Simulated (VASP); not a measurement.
# GW on SiC (Moissanite 3C): a test of the settings

Aim: test the GW correction to the gap of SiC (Moissanite 3C). The starting structure is a measured crystal structure from the Crystallography Open Database. Cell and atoms stay as given.

Main program and level: VASP 6.6.1; GW on LDA orbitals, with plane waves and PAW data sets made for GW.

## Step 1: Set-up

The structure is cubic, space group F-43m (No. 216). Conventional cell: a = 4.358 Å, b = 4.358 Å, c = 4.358 Å, α = 90.00°, β = 90.00°, γ = 90.00°. Nearest to Si lie 4 C at 1.89 Å. Nearest to C lie 4 Si at 1.89 Å. Farther neighbours are not listed.

## Step 2: G0W0 (response cutoff 100 eV, 4×4×4 mesh)

It reads the orbitals and their derivatives (WAVECAR and WAVEDER) of a run with the empty bands, which follows a ground-state run; neither is shown.

INCAR

```
SYSTEM = SiC
PREC = Accurate
ENCUT = 440
ISMEAR = 0
SIGMA = 0.01
LREAL = .FALSE.
GGA = CA
NBANDS = 48
ALGO = EVGW0
NELMGW = 1
ENCUTGW = 100
NOMEGA = 40
PRECFOCK = Fast
NBANDSGW = 12
LWAVE = .FALSE.
LCHARG = .FALSE.
```

POSCAR

```
SiC
1.0
    0.0000000000      2.1790000000      2.1790000000
    2.1790000000      0.0000000000      2.1790000000
    2.1790000000      2.1790000000      0.0000000000
Si C
1 1
Direct
    0.0000000000      0.0000000000      0.0000000000
    0.7500000000      0.7500000000      0.7500000000
```

KPOINTS

```
Automatic mesh
0
Gamma
4 4 4
0 0 0
```

Potentials, in the order of the species: Si_GW and C_GW (LDA family, release 64).

Run with:

```sh
> mpirun -np 4 vasp_std
```

What it wrote:

```text
[banner, memory and clock lines left out]
running    4 mpi-ranks, on    1 nodes
 distrk:  each k-point on    4 cores,    1 groups
 distr:  one band on    1 cores,    4 groups

 POSCAR found type information on POSCAR SiC
 POSCAR found :  2 types and       2 ions
|                                                                             |
|           W    W    AA    RRRRR   N    N  II  N    N   GGGG   !!!           |
|           W    W   A  A   R    R  NN   N  II  NN   N  G    G  !!!           |
|           W    W  A    A  R    R  N N  N  II  N N  N  G       !!!           |
|           W WW W  AAAAAA  RRRRR   N  N N  II  N  N N  G  GGG   !            |
|           WW  WW  A    A  R   R   N   NN  II  N   NN  G    G                |
|           W    W  A    A  R    R  N    N  II  N    N   GGGG   !!!           |
|                                                                             |
|     The default for ENCUTGWSOFT is different in this version of VASP.       |
|     please manually set ENCUTGWSOFT =100 in the INCAR file.                 |
|                                                                             |

 LDA part: xc-table for (Slater(with rela. corr.)+CA(PZ))
 , standard interpolation
 found WAVECAR, reading the header
 POSCAR, INCAR and KPOINTS ok, starting setup
 FFT: planning ... GRIDC
 FFT: planning ... GRID_SOFT
 FFT: planning ... GRID
 reading WAVECAR
 the WAVECAR file was read successfully
 initial charge from wavefunction
 available memory per node:    191.49 GB, setting MAXMEM to    196083

 The Fermi energy was updated, please check that it is located mid-gap
 values below the HOMO (VB) or above the LUMO (CB) will cause erroneous energies
 E-fermi :   8.4246

 calculate exact exchange contribution
 the WAVEDER file was read successfully
energies w=
    0.000    0.000    0.542    0.000    1.080    0.000    1.612    0.000
    2.135    0.000    2.648    0.000    3.150    0.000    3.640    0.000
    4.119    0.000    4.589    0.000    5.050    0.000    5.505    0.000
    5.957    0.000    6.406    0.000    6.857    0.000    7.311    0.000
    7.773    0.000    8.246    0.000    8.734    0.000    9.241    0.000
    9.773    0.000   10.336    0.000   10.940    0.000   11.591    0.000
   12.303    0.000   13.090    0.000   13.972    0.000   14.973    0.000
   16.129    0.000   17.486    0.000   19.110    0.000   21.100    0.000
   23.604    0.000   26.860    0.000   31.274    0.000   37.594    0.000
   47.381    0.000   64.496    0.000  101.854    0.000  245.530    0.000
 responsefunction array rank=      60
 LDA part: xc-table for (Slater(with rela. corr.)+CA(PZ))
 , standard interpolation

 min. memory requirement per mpi rank     54.7 MB, per node    218.8 MB

 allocating  10 responsefunctions rank=    60
 shmem allocating  40 responsefunctions rank=    60
 response function shared by NCSHMEM nodes    1
 Doing           10  frequencies on each core in blocks of           40
NQ=   1    0.0000    0.0000    0.0000,
|.........|.........|.........|.........|.........|.........|.........|.........
 performed         31000 updates of chi_q(r,r)
 total number of BLAS operations          0.88 Gflops
NQ=   2    0.2500    0.0000    0.0000,
|.........|.........|.........|.........|.........|.........|.........|.........
 performed         95000 updates of chi_q(r,r)
 total number of BLAS operations          1.97 Gflops
NQ=   3    0.5000    0.0000    0.0000,
|.........|.........|.........|.........|.........|.........|.........|.........
 performed        149000 updates of chi_q(r,r)
 total number of BLAS operations          2.67 Gflops
NQ=   4    0.2500    0.2500    0.0000,
|.........|.........|.........|.........|.........|.........|.........|.........
 performed        213000 updates of chi_q(r,r)
 total number of BLAS operations          4.05 Gflops
NQ=   5    0.5000    0.2500    0.0000,
|.........|.........|.........|.........|.........|.........|.........|.........
 performed        302000 updates of chi_q(r,r)
 total number of BLAS operations          5.57 Gflops
NQ=   6   -0.2500    0.2500    0.0000,
|.........|.........|.........|.........|.........|.........|.........|.........
 performed        382000 updates of chi_q(r,r)
 total number of BLAS operations          7.10 Gflops
NQ=   7    0.5000    0.5000    0.0000,
|.........|.........|.........|.........|.........|.........|.........|.........
 performed        429000 updates of chi_q(r,r)
 total number of BLAS operations          7.72 Gflops
NQ=   8   -0.2500    0.5000    0.2500,
|.........|.........|.........|.........|.........|.........|.........|.........
 performed        490000 updates of chi_q(r,r)
 total number of BLAS operations          8.67 Gflops
 resolving degeneracies of screened two electron integrals

 calculate QP shifts <psi_nk| G(iteration)W_0 |psi_nk>: iteration 1
 entering main loop
```

The job ended after 8 s (4 MPI ranks of AMD EPYC 7R43, shared host; peak memory 0.36 GiB; 30 s of CPU time).

Lines that name or quote the potential files are left out of all logs, and their timing lines are given in words.

OUTCAR, selected parts (step 2):

```text
ion  position               nearest neighbor table
   1  0.000  0.000  0.000-   2 1.89   2 1.89   2 1.89   2 1.89
   2  0.750  0.750  0.750-   1 1.89   1 1.89   1 1.89   1 1.89

  LATTYP: Found a face centered cubic cell.
 ALAT       =     4.3580000000

 Subroutine GETGRP returns: Found 24 space group operations
 (whereof 24 operations were pure point group operations)

The static configuration has the point symmetry T_d .

 Found      8 irreducible k-points:

   k-points           NKPTS =      8   k-points in BZ     NKDIM =     64   number of bands    NBANDS=     48

   dimension x,y,z NGX =    24 NGY =   24 NGZ =   24
   dimension x,y,z NGXF=    48 NGYF=   48 NGZF=   48

   ENCUT  =  440.0 eV  32.34 Ry    5.69 a.u.   5.27  5.27  5.27*2*pi/ulx,y,z

   NELECT =       8.0000    total number of electrons

  energy-cutoff  :      440.00
  volume of cell :       20.69
      direct lattice vectors                 reciprocal lattice vectors
     0.000000000  2.179000000  2.179000000    -0.229463056  0.229463056  0.229463056
     2.179000000  0.000000000  2.179000000     0.229463056 -0.229463056  0.229463056
     2.179000000  2.179000000  0.000000000     0.229463056  0.229463056 -0.229463056

 k-points in reciprocal lattice and weights: Automatic mesh
   0.00000000  0.00000000  0.00000000       0.016
   0.25000000  0.00000000  0.00000000       0.125
   0.50000000  0.00000000  0.00000000       0.062
   0.25000000  0.25000000  0.00000000       0.094
   0.50000000  0.25000000  0.00000000       0.375
  -0.25000000  0.25000000  0.00000000       0.188
   0.50000000  0.50000000  0.00000000       0.047
  -0.25000000  0.50000000  0.25000000       0.094

 E-fermi :   8.4246

 QP shifts <psi_nk| G(iteration)W_0 |psi_nk>: iteration 1
 for sc-GW calculations column KS-energies equals QP-energies in previous step
 and V_xc(KS)=  KS-energies - (<T + V_ion + V_H > + <T+V_H+V_ion>^1  + <V_x>^1)
 k-point   1 :       0.0000    0.0000    0.0000
  band No.  KS-energies  QP-energies   sigma(KS)   V_xc(KS)     V^pw_x(r,r')   Z            occupation Imag(sigma)
      1      -7.5537      -8.4638     -14.0168     -12.7782     -21.5777       0.7348       2.0000       1.4745
      2       7.8008       7.6325     -15.1888     -14.9741     -17.5865       0.7836       2.0000       0.1267
      3       7.8008       7.6325     -15.1888     -14.9741     -17.5865       0.7836       2.0000       0.1267
      4       7.8008       7.6325     -15.1888     -14.9741     -17.5865       0.7836       2.0000       0.1267
      5      14.0680      14.8787     -12.2699     -13.3113      -7.2330       0.7785       0.0000      -0.1534
      6      14.9351      15.8997     -10.6582     -11.8783      -5.6793       0.7906       0.0000      -0.1359
      7      14.9351      15.8997     -10.6582     -11.8783      -5.6793       0.7906       0.0000      -0.1359
      8      14.9351      15.8997     -10.6582     -11.8783      -5.6793       0.7906       0.0000      -0.1359
    ...

 k-point   2 :       0.2500    0.0000    0.0000
  band No.  KS-energies  QP-energies   sigma(KS)   V_xc(KS)     V^pw_x(r,r')   Z            occupation Imag(sigma)
      1      -6.3505      -7.1983     -14.1053     -12.9508     -21.3552       0.7344       2.0000       1.2829
      2       3.5032       2.9870     -14.1991     -13.5214     -17.6121       0.7618       2.0000       0.1976
      3       7.1852       6.9600     -14.9892     -14.7019     -17.4948       0.7835       2.0000       0.1302
      4       7.1852       6.9600     -14.9892     -14.7019     -17.4948       0.7835       2.0000       0.1302
      5      13.6989      14.5528     -11.2852     -12.3634      -6.4641       0.7921       0.0000      -0.1241
      6      15.5429      16.5158     -10.6443     -11.8790      -5.4875       0.7880       0.0000      -0.1515
      7      15.5429      16.5158     -10.6443     -11.8790      -5.4875       0.7880       0.0000      -0.1515
      8      17.0317      18.1378     -12.0588     -13.4965      -6.4279       0.7693       0.0000      -0.2284
    ...

 k-point   3 :       0.5000    0.0000    0.0000
  band No.  KS-energies  QP-energies   sigma(KS)   V_xc(KS)     V^pw_x(r,r')   Z            occupation Imag(sigma)
      1      -3.9221      -4.6931     -14.8161     -13.7601     -21.5554       0.7301       2.0000       0.9478
      2      -0.8011      -1.4928     -13.1805     -12.2503     -17.8558       0.7436       2.0000       0.4368
      3       6.7357       6.4656     -14.9418     -14.5955     -17.5858       0.7798       2.0000       0.1351
      4       6.7357       6.4656     -14.9418     -14.5955     -17.5858       0.7798       2.0000       0.1351
      5      13.1484      13.9972     -11.3966     -12.4628      -6.7078       0.7961       0.0000      -0.1136
      6      14.8729      15.7604     -10.2925     -11.4080      -5.2919       0.7957       0.0000      -0.1394
      7      14.8729      15.7604     -10.2925     -11.4080      -5.2919       0.7957       0.0000      -0.1394
      8      17.6845      18.6103     -10.9416     -12.1570      -4.9224       0.7618       0.0000      -0.2860
    ...

 k-point   4 :       0.2500    0.2500    0.0000
  band No.  KS-energies  QP-energies   sigma(KS)   V_xc(KS)     V^pw_x(r,r')   Z            occupation Imag(sigma)
      1      -5.9463      -6.7796     -14.1487     -13.0050     -21.2713       0.7286       2.0000       1.2032
      2       4.4902       4.0420     -14.8629     -14.2760     -18.1277       0.7636       2.0000       0.1783
      3       5.8426       5.4853     -14.5048     -14.0450     -17.2783       0.7771       2.0000       0.1421
      4       5.8426       5.4853     -14.5048     -14.0450     -17.2783       0.7771       2.0000       0.1421
      5      11.7098      12.4091     -10.2545     -11.1261      -5.7292       0.8022       0.0000      -0.1085
      6      13.9932      14.8493     -10.4961     -11.5654      -5.7198       0.8005       0.0000      -0.1249
      7      18.2006      19.3582     -11.3829     -12.8900      -5.5933       0.7681       0.0000      -0.2370
      8      18.2006      19.3582     -11.3829     -12.8900      -5.5933       0.7681       0.0000      -0.2370
    ...

[... 4 further parts left out ...]
```

G0W0 (response cutoff 100 eV, 4×4×4 mesh): the quasiparticle gap on this mesh is 1.944 eV, +0.696 eV from the LDA gap on the same points, with 48 bands.

## Step 3: G0W0 (response cutoff 160 eV, 4×4×4 mesh)

It reads the orbitals and their derivatives (WAVECAR and WAVEDER) of a run with the empty bands, which follows a ground-state run; neither is shown.

INCAR: that of step 2 with these lines changed.

```diff
@@ -7,6 +7,6 @@
 GGA = CA
-NBANDS = 48
+NBANDS = 96
 ALGO = EVGW0
 NELMGW = 1
-ENCUTGW = 100
+ENCUTGW = 160
 NOMEGA = 40
```

POSCAR is that of step 2.

KPOINTS is that of step 2.

Run with:

```sh
> mpirun -np 4 vasp_std
```

What it wrote:

```text
[banner, memory and clock lines left out]
running    4 mpi-ranks, on    1 nodes
[...]
|                                                                             |
|           W    W    AA    RRRRR   N    N  II  N    N   GGGG   !!!           |
|           W    W   A  A   R    R  NN   N  II  NN   N  G    G  !!!           |
|           W    W  A    A  R    R  N N  N  II  N N  N  G       !!!           |
|           W WW W  AAAAAA  RRRRR   N  N N  II  N  N N  G  GGG   !            |
|           WW  WW  A    A  R   R   N   NN  II  N   NN  G    G                |
|           W    W  A    A  R    R  N    N  II  N    N   GGGG   !!!           |
|                                                                             |
|     The default for ENCUTGWSOFT is different in this version of VASP.       |
|     please manually set ENCUTGWSOFT =160 in the INCAR file.                 |
|                                                                             |

 LDA part: xc-table for (Slater(with rela. corr.)+CA(PZ))
[...]
total number of BLAS operations         23.92 Gflops
NQ=   4    0.2500    0.2500    0.0000,
|.........|.........|.........|.........|.........|.........|.........|.........
 performed        436000 updates of chi_q(r,r)
 total number of BLAS operations         31.26 Gflops
NQ=   5    0.5000    0.2500    0.0000,
|.........|.........|.........|.........|.........|.........|.........|.........
 performed        616000 updates of chi_q(r,r)
 total number of BLAS operations         44.86 Gflops
NQ=   6   -0.2500    0.2500    0.0000,
|.........|.........|.........|.........|.........|.........|.........|.........
 performed        778000 updates of chi_q(r,r)
 total number of BLAS operations         56.09 Gflops
NQ=   7    0.5000    0.5000    0.0000,
|.........|.........|.........|.........|.........|.........|.........|.........
 performed        875000 updates of chi_q(r,r)
 total number of BLAS operations         62.72 Gflops
NQ=   8   -0.2500    0.5000    0.2500,
|.........|.........|.........|.........|.........|.........|.........|.........
 performed       1000000 updates of chi_q(r,r)
 total number of BLAS operations         72.75 Gflops
 resolving degeneracies of screened two electron integrals

 calculate QP shifts <psi_nk| G(iteration)W_0 |psi_nk>: iteration 1
 entering main loop
[key lines of the parts left out:]
E-fermi :   8.4246
```

Run time: 14 s. Hardware: 4 MPI ranks; peak memory 0.43 GiB.

OUTCAR, selected parts (step 3):

```text
 QP shifts <psi_nk| G(iteration)W_0 |psi_nk>: iteration 1
 for sc-GW calculations column KS-energies equals QP-energies in previous step
 and V_xc(KS)=  KS-energies - (<T + V_ion + V_H > + <T+V_H+V_ion>^1  + <V_x>^1)
 k-point   1 :       0.0000    0.0000    0.0000
  band No.  KS-energies  QP-energies   sigma(KS)   V_xc(KS)     V^pw_x(r,r')   Z            occupation Imag(sigma)
      1      -7.5537      -8.6648     -14.2934     -12.7782     -21.5777       0.7333       2.0000       1.4540
      2       7.8008       7.3219     -15.5876     -14.9741     -17.5865       0.7805       2.0000       0.1409
      3       7.8008       7.3219     -15.5876     -14.9741     -17.5865       0.7805       2.0000       0.1409
      4       7.8008       7.3219     -15.5876     -14.9741     -17.5865       0.7805       2.0000       0.1409
      5      14.0680      14.6137     -12.6076     -13.3113      -7.2330       0.7755       0.0000      -0.1334
      6      14.9351      15.7112     -10.8948     -11.8783      -5.6793       0.7891       0.0000      -0.1155
      7      14.9351      15.7112     -10.8948     -11.8783      -5.6793       0.7891       0.0000      -0.1155
      8      14.9351      15.7112     -10.8948     -11.8783      -5.6793       0.7891       0.0000      -0.1155
    ...

[... 1 part as in an earlier step ...]

[... 2 further parts left out ...]
[key lines of the parts left out:]
E-fermi :   8.4246
```

G0W0 (response cutoff 160 eV, 4×4×4 mesh): the quasiparticle gap on this mesh is 2.109 eV, +0.861 eV from the LDA gap on the same points, with 96 bands.

## Step 4: G0W0 (response cutoff 240 eV, 4×4×4 mesh)

It reads the orbitals and their derivatives (WAVECAR and WAVEDER) of a run with the empty bands, which follows a ground-state run; neither is shown.

INCAR: that of step 3 with these lines changed.

```diff
@@ -7,6 +7,6 @@
 GGA = CA
-NBANDS = 96
+NBANDS = 176
 ALGO = EVGW0
 NELMGW = 1
-ENCUTGW = 160
+ENCUTGW = 240
 NOMEGA = 40
```

POSCAR is that of step 3.

KPOINTS is that of step 3.

Run with:

```sh
> mpirun -np 4 vasp_std
```

What it wrote:

```text
[banner, memory and clock lines left out]
running    4 mpi-ranks, on    1 nodes
[...]
|                                                                             |
|           W    W    AA    RRRRR   N    N  II  N    N   GGGG   !!!           |
|           W    W   A  A   R    R  NN   N  II  NN   N  G    G  !!!           |
|           W    W  A    A  R    R  N N  N  II  N N  N  G       !!!           |
|           W WW W  AAAAAA  RRRRR   N  N N  II  N  N N  G  GGG   !            |
|           WW  WW  A    A  R   R   N   NN  II  N   NN  G    G                |
|           W    W  A    A  R    R  N    N  II  N    N   GGGG   !!!           |
|                                                                             |
|     The default for ENCUTGWSOFT is different in this version of VASP.       |
|     please manually set ENCUTGWSOFT =240 in the INCAR file.                 |
|                                                                             |

 LDA part: xc-table for (Slater(with rela. corr.)+CA(PZ))
[...]
total number of BLAS operations        128.65 Gflops
NQ=   4    0.2500    0.2500    0.0000,
|.........|.........|.........|.........|.........|.........|.........|.........
 performed        807000 updates of chi_q(r,r)
 total number of BLAS operations        189.52 Gflops
NQ=   5    0.5000    0.2500    0.0000,
|.........|.........|.........|.........|.........|.........|.........|.........
 performed       1140000 updates of chi_q(r,r)
 total number of BLAS operations        273.94 Gflops
NQ=   6   -0.2500    0.2500    0.0000,
|.........|.........|.........|.........|.........|.........|.........|.........
 performed       1439000 updates of chi_q(r,r)
 total number of BLAS operations        343.13 Gflops
NQ=   7    0.5000    0.5000    0.0000,
|.........|.........|.........|.........|.........|.........|.........|.........
 performed       1619000 updates of chi_q(r,r)
 total number of BLAS operations        395.40 Gflops
NQ=   8   -0.2500    0.5000    0.2500,
|.........|.........|.........|.........|.........|.........|.........|.........
 performed       1850000 updates of chi_q(r,r)
 total number of BLAS operations        452.81 Gflops
 resolving degeneracies of screened two electron integrals

 calculate QP shifts <psi_nk| G(iteration)W_0 |psi_nk>: iteration 1
 entering main loop
[key lines of the parts left out:]
E-fermi :   8.4246
```

The job ended after 28 s (4 MPI ranks; peak memory 0.56 GiB).

Parts of OUTCAR (step 4):

```text
 QP shifts <psi_nk| G(iteration)W_0 |psi_nk>: iteration 1
 for sc-GW calculations column KS-energies equals QP-energies in previous step
 and V_xc(KS)=  KS-energies - (<T + V_ion + V_H > + <T+V_H+V_ion>^1  + <V_x>^1)
 k-point   1 :       0.0000    0.0000    0.0000
  band No.  KS-energies  QP-energies   sigma(KS)   V_xc(KS)     V^pw_x(r,r')   Z            occupation Imag(sigma)
      1      -7.5537      -8.7643     -14.4308     -12.7782     -21.5777       0.7326       2.0000       1.2648
      2       7.8008       7.1474     -15.8111     -14.9741     -17.5865       0.7807       2.0000      -0.0536
      3       7.8008       7.1474     -15.8111     -14.9741     -17.5865       0.7807       2.0000      -0.0536
      4       7.8008       7.1474     -15.8111     -14.9741     -17.5865       0.7807       2.0000      -0.0536
      5      14.0680      14.4613     -12.8025     -13.3113      -7.2330       0.7730       0.0000      -0.2658
      6      14.9351      15.6230     -11.0077     -11.8783      -5.6793       0.7900       0.0000      -0.2304
      7      14.9351      15.6230     -11.0077     -11.8783      -5.6793       0.7900       0.0000      -0.2304
      8      14.9351      15.6230     -11.0077     -11.8783      -5.6793       0.7900       0.0000      -0.2304
    ...

[... 1 part as in an earlier step ...]

[... 2 further parts left out ...]
[key lines of the parts left out:]
E-fermi :   8.4246
```

G0W0 (response cutoff 240 eV, 4×4×4 mesh): the quasiparticle gap on this mesh is 2.212 eV, +0.965 eV from the LDA gap on the same points, with 176 bands.

[end of part 1 of 2]

[Lines on the potential files, build, host, timing and source positions are cut from VASP's logs without a mark.]

[Logs are printed without paths, hosts, clocks, repeated set-up lines and the standing remarks that a program may print on its own settings, such as how far it seeks lower states.]

[Hosts, paths, dates, database ids (printed as entryN), source tags and the programs' standing remarks are cut or masked in the printed files.]
